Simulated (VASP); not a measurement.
Calculation: LDA (Ceperley-Alder, Perdew-Zunger) with spin-orbit coupling, VASP's LDA PAW potentials (set 64) (plane waves; VASP).

The input files of a VASP run:

KPOINTS:
```
Automatic mesh
0
G
 11 11 6
```

KPOINTS_OPT:
```
k-points along high-symmetry lines
5
Line-mode
Reciprocal
  0.000000   0.000000   0.000000 ! GAMMA
 -0.000000   0.500000   0.000000 ! M

 -0.000000   0.500000   0.000000 ! M
 -0.333333   0.666667   0.000000 ! K

 -0.333333   0.666667   0.000000 ! K
  0.000000   0.000000   0.000000 ! GAMMA

  0.000000   0.000000   0.000000 ! GAMMA
  0.000000   0.000000   0.500000 ! A

  0.000000   0.000000   0.500000 ! A
 -0.000000   0.500000   0.500000 ! L

 -0.000000   0.500000   0.500000 ! L
 -0.333333   0.666667   0.500000 ! H

 -0.333333   0.666667   0.500000 ! H
  0.000000   0.000000   0.500000 ! A

 -0.000000   0.500000   0.500000 ! L
 -0.000000   0.500000   0.000000 ! M

 -0.333333   0.666667   0.500000 ! H
 -0.333333   0.666667   0.000000 ! K
```

POSCAR:
```
Y
1.0
  1.7752141097  -3.0747612858   0.0000000000
  1.7752141097   3.0747612858   0.0000000000
  0.0000000000   0.0000000000   5.4691249284
Y
2
Cart
  1.7752141097   1.0249224784   1.3672812321
  1.7752141097  -1.0249224784   4.1018436963
```

### INCAR
```
ALGO = Normal
EDIFF = 1E-6
ENCUT = 400
GGA_COMPAT = .FALSE.
ISMEAR = 0
LASPH = .TRUE.
LCHARG = .FALSE.
LMAXMIX = 4
LREAL = .FALSE.
LSORBIT = .TRUE.
LWAVE = .FALSE.
MAGMOM = 0 0 0 0 0 0
NELM = 100
PREC = Accurate
SIGMA = 0.05
SYSTEM = Y
```

POTCAR, in this order: Y_sv (LDA.64 set). Program: vasp_ncl.

Output

OSZICAR:
```
       N       E                     dE             d eps       ncg     rms          rms(c)
DAV:   1     0.102123392978E+03    0.10212E+03   -0.97018E+03  3880   0.118E+03
DAV:   2    -0.292877852764E+01   -0.10505E+03   -0.10139E+03  4414   0.304E+02
DAV:   3    -0.137079901875E+02   -0.10779E+02   -0.10419E+02  6272   0.540E+01
DAV:   4    -0.143619714924E+02   -0.65398E+00   -0.65148E+00  5442   0.139E+01
DAV:   5    -0.143806298954E+02   -0.18658E-01   -0.18655E-01  5414   0.201E+00    0.363E+01
DAV:   6    -0.140661064267E+02    0.31452E+00   -0.39196E-01  3978   0.452E+00    0.225E+01
DAV:   7    -0.140081189337E+02    0.57987E-01   -0.64978E-01  5006   0.511E+00    0.611E+00
DAV:   8    -0.140134100310E+02   -0.52911E-02   -0.64990E-02  5088   0.117E+00    0.135E+00
DAV:   9    -0.140065038854E+02    0.69061E-02   -0.29250E-02  4276   0.136E+00    0.344E-01
DAV:  10    -0.140067334320E+02   -0.22955E-03   -0.29431E-03  5090   0.399E-01    0.948E-02
DAV:  11    -0.140067339138E+02   -0.48178E-06   -0.10095E-04  5240   0.620E-02    0.267E-02
DAV:  12    -0.140067333660E+02    0.54783E-06   -0.53375E-06  4364   0.195E-02
   1 F= -.14006733E+02 E0= -.14005420E+02  d E =-.262753E-02  mag=    -0.0000     0.0000    -0.0000
       N       E                     dE             ncg
```

**OUTCAR**
```
------------------------ aborting loop because EDIFF is reached ----------------------------------------
  FORCE on cell =-STRESS in cart. coord.  units (eV):
  Direction    XX          YY          ZZ          XY          YZ          ZX
  --------------------------------------------------------------------------------------
  Total        0.0157131      0.0157131     -0.0171711      0.0000000      0.0000000      0.0000000
  in kB        0.4216606      0.4216606     -0.4607845      0.0000000      0.0000000      0.0000000
  external PRESSURE =       0.1275122 kB  Pullay stress =       0.0000000 kB
  volume of cell :       59.70
      direct lattice vectors                 reciprocal lattice vectors
     1.775214110 -3.074761286  0.000000000     0.281656166 -0.162614250  0.000000000
     1.775214110  3.074761286  0.000000000     0.281656166  0.162614250  0.000000000
     0.000000000  0.000000000  5.469124928     0.000000000  0.000000000  0.182844607
 POSITION                                       TOTAL-FORCE (eV/Angst)
 -----------------------------------------------------------------------------------
      1.77521      1.02492      1.36728         0.000000      0.000000     -0.000000
      1.77521     -1.02492      4.10184         0.000000     -0.000000      0.000000
 -----------------------------------------------------------------------------------
    total drift:                               -0.000057      0.000000      0.000000
  FREE ENERGIE OF THE ION-ELECTRON SYSTEM (eV)
  ---------------------------------------------------
  free  energy   TOTEN  =       -14.0067333660 eV

  energy  without entropy=      -14.0041058388  energy(sigma->0) =      -14.00541960

 Ion:    1  E_soc:     -0.1046866

 Ion:    2  E_soc:     -0.1046866
```
(Selected blocks of OUTCAR.)

### OUTCAR
```
 val. band max:        3.3321544893   @ k =   0.2727   0.0909   0.0000

 cond. band min:       3.3711822002   @ k =   0.4545   0.0000   0.5000


 Fermi energy:         3.3443720773

 k-point     1 :       0.0000    0.0000    0.0000
  band No.  band energies     occupation
      1     -38.9397      1.00000
      2     -38.9397      1.00000
      3     -38.8183      1.00000
      4     -38.8183      1.00000
      5     -20.0686      1.00000
      6     -20.0686      1.00000
      7     -19.6606      1.00000
      8     -19.6606      1.00000
      9     -18.7481      1.00000
     10     -18.7481      1.00000
     11     -18.3549      1.00000
     12     -18.3549      1.00000
     13     -18.2144      1.00000
     14     -18.2144      1.00000
     15     -18.1690      1.00000
     16     -18.1690      1.00000
     17      -1.5053      1.00000
     18      -1.5053      1.00000
     19       1.2951      1.00000
     20       1.2951      1.00000
     21       4.7302      0.00000
     22       4.7302      0.00000
     23       5.0072      0.00000
     24       5.0072      0.00000
     25       5.0744      0.00000
     26       5.0744      0.00000
     27       5.5495      0.00000
     28       5.5503      0.00000
     29       5.7156      0.00000
     30       5.7289      0.00000

 k-point     2 :       0.0909   -0.0000    0.0000
  band No.  band energies     occupation
      1     -38.9335      1.00000
      2     -38.9335      1.00000
      3     -38.8165      1.00000
      4     -38.8165      1.00000
      5     -20.0664      1.00000
      6     -20.0664      1.00000
      7     -19.6812      1.00000
      8     -19.6812      1.00000
      9     -18.7516      1.00000
     10     -18.7516      1.00000
     11     -18.3786      1.00000
     12     -18.3786      1.00000
     13     -18.2455      1.00000
     14     -18.2455      1.00000
     15     -18.1826      1.00000
     16     -18.1826      1.00000
     17      -1.3112      1.00000
     18      -1.3112      1.00000
...
```

The compound is Y in the hcp structure. It was relaxed first, which changed the volume by -10 %.
